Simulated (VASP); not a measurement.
All values below come from vdW-DF2, VASP's PBE PAW potentials (set 64) (plane waves; VASP).

VASP input:

### POSCAR
```
Mg
1.0
  1.6216252132  -2.8087377190   0.0000000000
  1.6216252132   2.8087377190   0.0000000000
  0.0000000000   0.0000000000   5.1590144415
Mg
2
Cartesian
  1.6216252132   0.9362477788   1.2897536104
  1.6216252132  -0.9362477788   3.8692608311
```

**KPOINTS**
```
Automatic mesh
0
Gamma
13 13 7
0 0 0
```

INCAR:
```
SYSTEM = Mg
PREC = Accurate
ENCUT = 520
EDIFF = 1E-7
NELM = 100
ALGO = Normal
LREAL = .FALSE.
LASPH = .TRUE.
ISMEAR = 1
SIGMA = 0.1
GGA = ML
ZAB_VDW = -1.8867
LUSE_VDW = .TRUE.
AGGAC = 0.0
LWAVE = .FALSE.
LCHARG = .FALSE.
ISIF = 4
IBRION = 2
NSW = 30
EDIFFG = -0.01
```

POTCAR, in this order: Mg (PBE.64 set). Program: vasp_std.

Output

### OUTCAR
```
 ion  position               nearest neighbor table
   1  0.333  0.667  0.250-   2 3.19   2 3.19   2 3.19   2 3.19   2 3.19   2 3.19
   2  0.667  0.333  0.750-   1 3.19   1 3.19   1 3.19   1 3.19   1 3.19   1 3.19
  LATTYP: Found a hexagonal cell.
 ALAT       =     3.2432508238
 C/A-ratio  =     1.5906924015
 Subroutine PRICEL returns:
 Original cell was already a primitive cell.
 Subroutine GETGRP returns: Found 24 space group operations
The static configuration has the point symmetry D_3d.
 The point group associated with its full space group is D_6h.
The dynamic configuration has the point symmetry D_3d.
 Subroutine INISYM returns: Found 24 space group operations
 Subroutine IBZKPT returns following result:
 Found     84 irreducible k-points:

 Following reciprocal coordinates:
            Coordinates               Weight
  0.000000  0.000000  0.000000      1.000000
  0.076923 -0.000000  0.000000      6.000000
  0.153846 -0.000000  0.000000      6.000000
  0.230769 -0.000000  0.000000      6.000000
  0.307692 -0.000000  0.000000      6.000000
  0.384615  0.000000  0.000000      6.000000
  0.461538  0.000000  0.000000      6.000000
...
```

File OSZICAR:
```
       N       E                     dE             d eps       ncg     rms          rms(c)
DAV:   1     0.378738861557E+01    0.37874E+01   -0.13275E+03  1008   0.479E+02
DAV:   2     0.717404112034E+00   -0.30700E+01   -0.28407E+01  1380   0.282E+01
DAV:   3     0.689596231743E+00   -0.27808E-01   -0.27451E-01  1398   0.340E+00
DAV:   4     0.689494285935E+00   -0.10195E-03   -0.10195E-03  1422   0.169E-01
DAV:   5     0.689493545261E+00   -0.74067E-06   -0.74065E-06  1470   0.105E-02    0.743E-01
DAV:   6     0.665530188920E+00   -0.23963E-01   -0.11565E-02  1194   0.957E-01    0.507E-01
DAV:   7     0.649211549345E+00   -0.16319E-01   -0.27617E-02  1170   0.163E+00    0.584E-02
DAV:   8     0.649295741059E+00    0.84192E-04   -0.14185E-04  1350   0.127E-01    0.194E-02
DAV:   9     0.649275373027E+00   -0.20368E-04   -0.48983E-05  1302   0.828E-02    0.295E-03
DAV:  10     0.649274041967E+00   -0.13311E-05   -0.12048E-06  1404   0.126E-02    0.171E-03
DAV:  11     0.649273855413E+00   -0.18655E-06   -0.54550E-07  1230   0.619E-03    0.276E-04
DAV:  12     0.649273888426E+00    0.33013E-07   -0.41908E-09   756   0.894E-04
   1 F= 0.64927389E+00 E0= 0.64982489E+00  d E =0.649274E+00
       N       E                     dE             d eps       ncg     rms          rms(c)
DAV:   1     0.649054197914E+00   -0.21966E-03   -0.59404E-04  1398   0.133E-01    0.898E-03
DAV:   2     0.649052421482E+00   -0.17764E-05   -0.33987E-06  1170   0.151E-02    0.604E-03
DAV:   3     0.649051147334E+00   -0.12741E-05   -0.20662E-06  1218   0.158E-02    0.181E-04
DAV:   4     0.649051139013E+00   -0.83214E-08   -0.40942E-09   894   0.643E-04
   2 F= 0.64905114E+00 E0= 0.64965114E+00  d E =-.222749E-03
       N       E                     dE             d eps       ncg     rms          rms(c)
DAV:   1     0.648949943241E+00   -0.10120E-03   -0.12069E-03  1386   0.189E-01    0.136E-02
DAV:   2     0.648946198013E+00   -0.37452E-05   -0.69709E-06  1170   0.216E-02    0.913E-03
DAV:   3     0.648943435261E+00   -0.27628E-05   -0.44431E-06  1206   0.232E-02    0.276E-04
DAV:   4     0.648943419756E+00   -0.15505E-07   -0.88505E-09  1032   0.938E-04
   3 F= 0.64894342E+00 E0= 0.64960170E+00  d E =-.330469E-03
```

**OUTCAR**
```
------------------------ aborting loop because EDIFF is reached ----------------------------------------
  FORCE on cell =-STRESS in cart. coord.  units (eV):
  Direction    XX          YY          ZZ          XY          YZ          ZX
  --------------------------------------------------------------------------------------
  Total       -0.2433039     -0.2433040     -0.2398543      0.0000000      0.0000000      0.0000000
  in kB       -8.2947100     -8.2947127     -8.1771076      0.0000000      0.0000000      0.0000000
  external PRESSURE =      -8.2555101 kB  Pullay stress =       0.0000000 kB
  volume of cell :       47.00
      direct lattice vectors                 reciprocal lattice vectors
     1.617378862 -2.801382807 -0.000000000     0.309142163 -0.178483283 -0.000000000
     1.617378862  2.801382807 -0.000000000     0.309142163  0.178483283 -0.000000000
     0.000000000 -0.000000000  5.186139522     0.000000000  0.000000000  0.192821654
 POSITION                                       TOTAL-FORCE (eV/Angst)
 -----------------------------------------------------------------------------------
      1.61738      0.93380      1.29653        -0.000000     -0.000000      0.000000
      1.61738     -0.93380      3.88960         0.000000      0.000000      0.000000
 -----------------------------------------------------------------------------------
    total drift:                                0.000000     -0.000005      0.000001
  FREE ENERGIE OF THE ION-ELECTRON SYSTEM (eV)
  ---------------------------------------------------
  free  energy   TOTEN  =         0.6489434198 eV

  energy  without entropy=        0.6509182554  energy(sigma->0) =        0.64960170

 reached required accuracy - stopping structural energy minimisation
```
(Selected blocks of OUTCAR.)

File CONTCAR:
```
Mg
   1.00000000000000
     1.6173788623574568   -2.8013828072901834   -0.0000000000000000
     1.6173788623574568    2.8013828072901834   -0.0000000000000000
     0.0000000000000000   -0.0000000000000000    5.1861395218524606
  Mg
     2
Direct
     0.3333330000000032    0.6666669999999968    0.2500000000000000
     0.6666669999999968    0.3333330000000032    0.7500000000000000
```

The compound is Mg in the hcp structure. This cell is one point of a volume scan, at 1.03 of the reference volume. Symmetry was kept, so distortions that lower it aren't found.
